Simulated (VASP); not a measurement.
```
MoS2
1.0
    1.56412    -2.70913     0.00000
    1.56412     2.70913     0.00000
    0.00000     0.00000    12.21161
Mo S
2 4
Cartesian
  1.56412   0.90305   3.05290
  1.56412  -0.90305   9.15871
  1.56412   0.90305  10.69645
  1.56412  -0.90305   4.59065
  1.56412  -0.90305   1.51515
  1.56412   0.90305   7.62096
```

Level of theory: optB88-vdW, VASP's PBE PAW potentials (set 64) (plane waves; VASP 6.6.1). Settings: 520 eV cut-off, 8×8×2 Γ-centred mesh, Gaussian smearing of 0.050 eV, potentials Mo_sv S.

Q: The ions and cell shape at fixed volume are relaxed. Which structure does the run end with?

A: 
```
MoS2
1.0
    1.58157    -2.73935     0.00000
    1.58157     2.73935     0.00000
    0.00000     0.00000    11.94364
Mo S
2 4
Direct
  0.33333   0.66667   0.25000
  0.66667   0.33333   0.75000
  0.33333   0.66667   0.88156
  0.66667   0.33333   0.38156
  0.66667   0.33333   0.11844
  0.33333   0.66667   0.61844
```
Space group P6_3/mmc (194), at a tolerance of 0.03 Å.

Q: How much energy does the relaxation gain?

A: The energy (σ→0) changes by -21.6 meV/atom, in 8 ionic steps.

```csv
step,E(σ→0) (eV),max force (eV/Å),pressure (GPa),volume (Å³)
1,-31.1329,1.020,9.98,103.49
2,-31.2202,0.061,4.82,103.49
3,-31.2215,0.054,5.37,103.49
4,-31.2563,0.035,4.24,103.49
5,-31.2627,0.019,3.56,103.49
6,-31.2627,0.018,3.53,103.49
7,-31.2627,0.012,3.39,103.49
8,-31.2627,0.000,3.44,103.49
```

The compound is MoS2 in the 2H layered structure. This cell is one point of a volume scan, at 0.94 of the reference volume. Symmetry was kept, so distortions that lower it aren't found.
